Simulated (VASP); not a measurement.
A convergence study with VASP on SnO₂ (rutile): a few settings are varied, all else stays as given below, so the limit is that of these other settings. The cell's lengths are 1 % over those of the tabulated start and one atom is moved, so it is off equilibrium.

```yaml
crystal:
  lattice:
    - [4.78740, 0.00000, 0.00000]
    - [0.00000, 4.78740, 0.00000]
    - [0.00000, 0.00000, 3.22190]
  atoms:
    - { symbol: Sn, position: [0.00000, 0.00000, 0.00000] }
    - { symbol: Sn, position: [0.50000, 0.50000, 0.50000] }
    - { symbol: O, position: [0.30700, 0.30700, 0.00000] }
    - { symbol: O, position: [0.80700, 0.19300, 0.50000] }
    - { symbol: O, position: [0.19300, 0.80700, 0.50000] }
    - { symbol: O, position: [0.70566, 0.69300, 0.00000] }
```

These are LDA (Ceperley-Alder, Perdew-Zunger), VASP's LDA PAW potentials (set 64) (plane waves; VASP 6.6.1) values and carry that method's errors. The last row used: ADDGRID = .TRUE., 600 eV cut-off, 5×5×8 Γ-centred mesh, Gaussian smearing of 0.050 eV, potentials Sn_d O.

Unless said otherwise, spin-orbit coupling is left out, though it shifts the bands of the heavy elements here. Gaps are read on the run's mesh, which can miss a band edge.

```csv
setting,E (eV/atom),pressure (GPa),largest force (eV/Å),gap on the mesh (eV),plane waves
"ADDGRID = unset, ENCUT = 300, PREC = Low",-7.1311,-47.54,0.952,0.685,881
"ADDGRID = unset, ENCUT = 300, PREC = Normal",-7.1303,-47.63,0.958,0.685,881
"ADDGRID = .TRUE., ENCUT = 300, PREC = Normal",-7.1302,-47.60,0.958,0.685,881
"ADDGRID = .TRUE., ENCUT = 300, PREC = Accurate",-7.1268,-47.44,0.965,0.684,881
"ADDGRID = unset, ENCUT = 400, PREC = Low",-7.0512,-11.47,0.872,0.768,1371
"ADDGRID = unset, ENCUT = 400, PREC = Normal",-7.0502,-11.54,0.878,0.768,1371
"ADDGRID = .TRUE., ENCUT = 400, PREC = Normal",-7.0502,-11.53,0.878,0.768,1371
"ADDGRID = .TRUE., ENCUT = 400, PREC = Accurate",-7.0489,-11.61,0.876,0.768,1371
"ADDGRID = unset, ENCUT = 500, PREC = Low",-7.0373,-6.32,0.885,0.766,1896
"ADDGRID = unset, ENCUT = 500, PREC = Normal",-7.0363,-6.39,0.890,0.765,1896
"ADDGRID = .TRUE., ENCUT = 500, PREC = Normal",-7.0363,-6.39,0.890,0.765,1896
"ADDGRID = .TRUE., ENCUT = 500, PREC = Accurate",-7.0363,-6.39,0.890,0.765,1896
"ADDGRID = unset, ENCUT = 600, PREC = Low",-7.0381,-6.39,0.889,0.766,2497
"ADDGRID = unset, ENCUT = 600, PREC = Normal",-7.0379,-6.52,0.890,0.766,2497
"ADDGRID = .TRUE., ENCUT = 600, PREC = Normal",-7.0379,-6.53,0.890,0.766,2497
"ADDGRID = .TRUE., ENCUT = 600, PREC = Accurate",-7.0379,-6.53,0.890,0.766,2497
```

Left out are rungs that failed or repeat a setting and relaxations that didn't move; long series are thinned to 24 rows.

The compound is SnO2 in the rutile structure. The cell was not relaxed at this level, it is distorted from the ideal structure.
